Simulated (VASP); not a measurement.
# Ti8CN7 (Fm-3m) in VASP: relaxation of cell and atoms with PBE

Aim: the relaxation of cell and atoms of Ti8CN7 with PBE.

Everything below comes from runs of VASP 6.6.1. Logs are shortened: lines on timing, memory, paths and dates and some standing lists are left out, and cuts for length are marked.

### 1 The crystal as given

It takes space group Fm-3m (No. 225, cubic). The conventional cell has a = 8.500 Å, b = 8.500 Å, c = 8.500 Å, α = 90.00°, β = 90.00°, γ = 90.00°. Ti (site symmetry -43m) is surrounded by 6 N at 2.12 Å. Ti (site symmetry 4mm) has 1 C at 2.12 Å and 5 N at 2.12 Å as nearest neighbours. Around C (site symmetry m-3m) lie 6 Ti at 2.12 Å. Around N (site symmetry mmm) lie 6 Ti at 2.12 Å. N (site symmetry m-3m) has 6 Ti at 2.12 Å as nearest neighbours.

The cell was built by a generator and needn't be a form met in nature.

### 2 Relaxation of cell and atoms, PBE

INCAR reads:

```
SYSTEM = Ti8CN7
  ALGO = Normal
  EDIFF = 1E-6
  EDIFFG = -0.01
  ENCUT = 600
  GGA = PE
  IBRION = 2
  ISIF = 3
  ISMEAR = 0
  LASPH = .TRUE.
  LCHARG = .FALSE.
  LREAL = .FALSE.
  LWAVE = .FALSE.
  NELM = 60
  NSW = 40
  PREC = Accurate
  SIGMA = 0.1
```

KPOINTS reads:

```
k-points
0
G
  6 6 6
  0 0 0
```

POSCAR reads:

```
Ti8CN7
1.0
    0.0000000000      4.2500000000      4.2500000000
    4.2500000000      0.0000000000      4.2500000000
    4.2500000000      4.2500000000      0.0000000000
Ti C N
8 1 7
Direct
    0.0000000000      0.0000000000      0.0000000000
    0.0000000000      0.0000000000      0.5000000000
    0.0000000000      0.5000000000      0.0000000000
    0.0000000000      0.5000000000      0.5000000000
    0.5000000000      0.0000000000      0.0000000000
    0.5000000000      0.0000000000      0.5000000000
    0.5000000000      0.5000000000      0.0000000000
    0.5000000000      0.5000000000      0.5000000000
    0.2500000000      0.2500000000      0.2500000000
    0.2500000000      0.2500000000      0.7500000000
    0.2500000000      0.7500000000      0.2500000000
    0.2500000000      0.7500000000      0.7500000000
    0.7500000000      0.2500000000      0.2500000000
    0.7500000000      0.2500000000      0.7500000000
    0.7500000000      0.7500000000      0.2500000000
    0.7500000000      0.7500000000      0.7500000000
```

Potentials or basis: VASP PAW PBE potentials, release 64 (Ti_sv, C, N).

Run with:

```console
> cat potpaw_PBE.64/Ti_sv/POTCAR potpaw_PBE.64/C/POTCAR potpaw_PBE.64/N/POTCAR > POTCAR
> mpirun -np 1 vasp_std > vasp.out
```

OUTCAR:

```text
SYSTEM = Ti8CN7
   EDIFF = 1E-6
   EDIFFG = -0.01
   ENCUT = 600
   GGA = PE
   IBRION = 2
   ISIF = 3
   ISMEAR = 0
   LASPH = .TRUE.
   LREAL = .FALSE.
   NELM = 60
   NSW = 40
   PREC = Accurate

 ion  position               nearest neighbor table
   1  0.000  0.000  0.000-  10 2.12  11 2.12  12 2.12  13 2.12  14 2.12  15 2.12
   2  0.000  0.000  0.500-   9 2.12  11 2.12  12 2.12  13 2.12  14 2.12  16 2.12
   3  0.000  0.500  0.000-   9 2.12  10 2.12  12 2.12  13 2.12  15 2.12  16 2.12
   4  0.000  0.500  0.500-   9 2.12  10 2.12  11 2.12  14 2.12  15 2.12  16 2.12
   5  0.500  0.000  0.000-   9 2.12  10 2.12  11 2.12  14 2.12  15 2.12  16 2.12
   6  0.500  0.000  0.500-   9 2.12  10 2.12  12 2.12  13 2.12  15 2.12  16 2.12
[... 8 lines left out ...]
  15  0.750  0.750  0.250-   1 2.12   3 2.12   4 2.12   5 2.12   6 2.12   8 2.12
  16  0.750  0.750  0.750-   2 2.12   3 2.12   4 2.12   5 2.12   6 2.12   7 2.12

  LATTYP: Found a face centered cubic cell.
 ALAT       =     8.5000000000

  Lattice vectors:

 A1 = (   0.0000000000,   4.2500000000,   4.2500000000)
 A2 = (   4.2500000000,   0.0000000000,   4.2500000000)
 A3 = (   4.2500000000,   4.2500000000,   0.0000000000)

Analysis of symmetry for initial positions (statically):
=====================================================================
 Subroutine PRICEL returns:
 Original cell was already a primitive cell.

 Routine SETGRP: Setting up the symmetry group for a
 face centered cubic supercell.

 Subroutine GETGRP returns: Found 48 space group operations
 (whereof 24 operations were pure point group operations)
 out of a pool of 48 trial point group operations.

The static configuration has the point symmetry T_d .
 The point group associated with its full space group is O_h .

Analysis of symmetry for dynamics (positions and initial velocities):
=====================================================================
 Subroutine PRICEL returns:
 Original cell was already a primitive cell.

 Routine SETGRP: Setting up the symmetry group for a
 face centered cubic supercell.

 Subroutine GETGRP returns: Found 48 space group operations
 (whereof 24 operations were pure point group operations)
 out of a pool of 48 trial point group operations.

The dynamic configuration has the point symmetry T_d .
 The point group associated with its full space group is O_h .

 Subroutine INISYM returns: Found 48 space group operations
 (whereof 24 operations are pure point group operations),
 and found     1 'primitive' translations

----------------------------------------------------------------------------------------

                                     Primitive cell

  volume of cell :     153.5312

  direct lattice vectors                    reciprocal lattice vectors
     0.000000000  4.250000000  4.250000000    -0.117647059  0.117647059  0.117647059
     4.250000000  0.000000000  4.250000000     0.117647059 -0.117647059  0.117647059
     4.250000000  4.250000000  0.000000000     0.117647059  0.117647059 -0.117647059

  length of vectors
     6.010407640  6.010407640  6.010407640     0.203770683  0.203770683  0.203770683

  position of ions in fractional coordinates (direct lattice)
     0.000000000  0.000000000  0.000000000
     0.000000000  0.000000000  0.500000000
     0.000000000  0.500000000  0.000000000
     0.000000000  0.500000000  0.500000000
     0.500000000  0.000000000  0.000000000
     0.500000000  0.000000000  0.500000000
[... 8 lines left out ...]
     0.750000000  0.750000000  0.250000000
     0.750000000  0.750000000  0.750000000

  ion indices of the primitive-cell ions
   primitive index   ion index
                 1           1
                 2           2
                 3           3
                 4           4
                 5           5
                 6           6
[... 8 lines left out ...]
                15          15
                16          16

----------------------------------------------------------------------------------------

 KPOINTS: k-points

Automatic generation of k-mesh.
 Grid dimensions read from file:
 generate k-points for:    6    6    6

 Generating k-lattice:

  Cartesian coordinates                     Fractional coordinates (reciprocal lattice)
    -0.019607843  0.019607843  0.019607843     0.166666667  0.000000000  0.000000000
     0.019607843 -0.019607843  0.019607843     0.000000000  0.166666667  0.000000000
     0.019607843  0.019607843 -0.019607843     0.000000000  0.000000000  0.166666667

  Length of vectors
     0.033961781  0.033961781  0.033961781

  Shift w.r.t. Gamma in fractional coordinates (k-lattice)
     0.000000000  0.000000000  0.000000000

 Subroutine IBZKPT returns following result:
 ===========================================

 Found     16 irreducible k-points:

 Following reciprocal coordinates:
            Coordinates               Weight
  0.000000  0.000000  0.000000      1.000000
  0.166667  0.000000  0.000000      8.000000
  0.333333  0.000000  0.000000      8.000000
  0.500000  0.000000  0.000000      4.000000
  0.166667  0.166667  0.000000      6.000000
  0.333333  0.166667  0.000000     24.000000
[... 8 lines left out ...]
 -0.333333  0.333333  0.166667     24.000000
 -0.333333  0.500000  0.166667     12.000000
   k-points           NKPTS =     16   k-points in BZ     NKDIM =     16   number of bands    NBANDS=     81
   number of dos      NEDOS =    301   number of ions     NIONS =     16
   total plane-waves  NPLWV = 110592
   dimension x,y,z NGX =    48 NGY =   48 NGZ =   48
   dimension x,y,z NGXF=    96 NGYF=   96 NGZF=   96
   ions per type =               8   1   7
   NGX,Y,Z   is equivalent  to a cutoff of  13.28, 13.28, 13.28 a.u.
   NGXF,Y,Z  is equivalent  to a cutoff of  26.55, 26.55, 26.55 a.u.
 SYSTEM =  Ti8CN7
   PREC   = accura    normal or accurate (medium, high low for compatibility)
   ISTART =      0    job   : 0-new  1-cont  2-samecut
   ICHARG =      2    charge: 1-file 2-atom 10-const
   ISPIN  =      1    spin polarized calculation?
   LNONCOLLINEAR =      F non collinear calculations
   LSORBIT =      F    spin-orbit coupling
   LASPH  =      T    aspherical Exc in radial PAW
   ENCUT  =  600.0 eV  44.10 Ry    6.64 a.u.  12.00 12.00 12.00*2*pi/ulx,y,z
   NELM   =     60;   NELMIN=  2; NELMDL= -5     # of ELM steps
   EDIFF  = 0.1E-05   stopping-criterion for ELM
   LREAL  =      F    real-space projection
   EDIFFG = -.1E-01   stopping-criterion for IOM
   NSW    =     40    number of steps for IOM
   IBRION =      2    ionic relax: 0-MD 1-quasi-New 2-CG
   NFREE  =      1    steps in history (QN), initial steepest desc. (CG)
   ISIF   =      3    stress and relaxation
   ISYM   =      2    0-nonsym 1-usesym 2-fastsym
   POTIM  = 0.5000    time-step for ionic-motion
   TEBEG  =    0.0;   TEEND  =   0.0 temperature during run
   PSTRESS=    0.0 pullay stress
   NELECT =     135.0000    total number of electrons
   NUPDOWN=      -1.0000    fix difference up-down
   EMIN   =  10.00;   EMAX   =-10.00  energy-range for DOS
   EFERMI =   0.00;   METHOD = LEGACY
   ISMEAR =     0;   SIGMA  =   0.10  broadening in eV -4-tet -1-fermi 0-gaus
   EFERMI_NEDOS =   21; number of points for ismear=-14 and -15
   IALGO  =     38    algorithm
   IMIX   =      4    mixing-type and parameters
     AMIX     =   0.40;   BMIX     =  1.00
     AMIX_MAG =   1.60;   BMIX_MAG =  1.00
  volume/ion in A,a.u.               =       9.60        64.76
  Fermi-wavevector in a.u.,A,eV,Ry     =   1.568389  2.963826 33.468216  2.459844
  Thomas-Fermi vector in A             =   2.670428
   LORBIT       =      0    0 simple, 1 ext, 2 COOP (PROOUT), +10 PAW based schemes
   GGA     = PE    functional components
   LHFCALC =     F    Hartree Fock is set to
   AEXX    =    0.0000 exact exchange contribution
   IVDW    =     0    specifies the selected vdW correction
   LEPSILON=     F    determine dielectric tensor
   LRPA    =     F    only Hartree local field effects (RPA)
 conjugate gradient relaxation of ions
 non-spin polarized calculation
 Gauss-broadening in eV      SIGMA  =   0.10
  energy-cutoff  :      600.00
  volume of cell :      153.53
 maximum number of plane-waves:      5136
   NGX = 25   NGY = 25   NGZ = 25

--------------------------------------- Ionic step        1  -------------------------------------------

 number of electron     135.0000019 magnetization

 Free energy of the ion-electron system (eV)
  ---------------------------------------------------
  ext. energy  EPLUGINS =         0.00000000
  ---------------------------------------------------
  free energy    TOTEN  =      -156.36389617 eV

  energy without entropy =     -156.31779092  energy(sigma->0) =     -156.34084355

------------------------ aborting loop because EDIFF is reached ----------------------------------------

  FORCE on cell =-STRESS in cart. coord.  units (eV):
  Direction    XX          YY          ZZ          XY          YZ          ZX
  --------------------------------------------------------------------------------------
  -------------------------------------------------------------------------------------
  Total        1.6373382      1.6373382      1.6373382      0.0000000      0.0000000     -0.0000000
  in kB       17.0864639     17.0864639     17.0864639      0.0000000      0.0000000     -0.0000000
  external PRESSURE =      17.0864639 kB  Pullay stress =       0.0000000 kB
[... 185 lines left out ...]
  energy  without entropy=     -156.3562688189  energy(sigma->0) =     -156.37522262

--------------------------------------- Ionic step        5  -------------------------------------------

 number of electron     134.9999999 magnetization

 Free energy of the ion-electron system (eV)
  ---------------------------------------------------
  ext. energy  EPLUGINS =         0.00000000
  ---------------------------------------------------
  free energy    TOTEN  =      -156.39562438 eV

  energy without entropy =     -156.35620016  energy(sigma->0) =     -156.37591227

 E-fermi :  11.1184     XC(G=0): -12.9481

 val. band max:       11.1154011721   @ k =   0.5000   0.1667   0.0000
 cond. band min:      11.1208952391   @ k =   0.5000   0.0000   0.0000
 fundamental gap:      0.0054940671
 Fermi energy:        11.1184280686

 k-point     1 :       0.0000    0.0000    0.0000
  band No.  band energies     occupation
      1     -46.6994      2.00000
      2     -46.6795      2.00000
      3     -46.5373      2.00000
      4     -46.4950      2.00000
      5     -46.4950      2.00000
      6     -46.4950      2.00000
[... 1301 lines left out ...]
     78      12.6569      0.00000
     79      12.8783      0.00000
 [bands above 79 left out]

------------------------ aborting loop because EDIFF is reached ----------------------------------------

  FORCE on cell =-STRESS in cart. coord.  units (eV):
  Direction    XX          YY          ZZ          XY          YZ          ZX
  --------------------------------------------------------------------------------------
  -------------------------------------------------------------------------------------
  Total       -0.0884712     -0.0884712     -0.0884712     -0.0000000     -0.0000000      0.0000000
  in kB       -0.9166918     -0.9166918     -0.9166918     -0.0000000     -0.0000000      0.0000000
  external PRESSURE =      -0.9166918 kB  Pullay stress =       0.0000000 kB
[... 31 lines left out ...]
  FREE ENERGIE OF THE ION-ELECTRON SYSTEM (eV)
  ---------------------------------------------------
  free  energy   TOTEN  =      -156.3956243850 eV

  energy  without entropy=     -156.3562001593  energy(sigma->0) =     -156.37591227

 reached required accuracy - stopping structural energy minimisation
```

It took 17 min on 1 thread of AMD EPYC 9R14 (Zen 4), shared host; peak memory 0.42 GiB.

What came out:

```yaml
Free_energy: -156.3956 eV
Relaxed_volume: 9.66 Å³/atom
Relaxed_cell: a = 6.025 Å, b = 6.025 Å, c = 6.025 Å, α = 60.00°, β = 60.00°, γ = 60.00°
Space_group_after_relaxing_to_0.05_Å: Fm-3m (No. 225)
Energy_gained_by_relaxing: 2.0 meV/atom
Ionic_steps: 5
Pressure_after_relaxing: -0.1 GPa
Band_gap_on_the_k_mesh: none (metal or under the smearing width)
```

The path:
| step | energy change (eV) | largest force (eV/Å) | pressure (GPa) | volume (Å³) |
| --- | --- | --- | --- | --- |
| 1 | 0.0000 | 0.3711 | 1.71 | 153.53 |
| 2 | -0.0216 | 0.0974 | -2.21 | 155.82 |
| 3 | -0.0243 | 0.1686 | -1.29 | 155.25 |
| 4 | -0.0303 | 0.0902 | 0.39 | 154.36 |
| 5 | -0.0317 | 0.0075 | -0.09 | 154.63 |

Final structure:
```
CELL_PARAMETERS angstrom
0.00000 4.26010 4.26010
4.26010 0.00000 4.26010
4.26010 4.26010 0.00000
ATOMIC_POSITIONS crystal
Ti 0.00000 0.00000 0.00000
Ti 0.00272 0.00272 0.49728
Ti 0.00272 0.49728 0.00272
Ti 0.00272 0.49728 0.49728
Ti 0.49728 0.00272 0.00272
Ti 0.49728 0.00272 0.49728
Ti 0.49728 0.49728 0.00272
Ti 0.50000 0.50000 0.50000
C 0.25000 0.25000 0.25000
N 0.25000 0.25000 0.75000
N 0.25000 0.75000 0.25000
N 0.25000 0.75000 0.75000
N 0.75000 0.25000 0.25000
N 0.75000 0.25000 0.75000
N 0.75000 0.75000 0.25000
N 0.75000 0.75000 0.75000
```
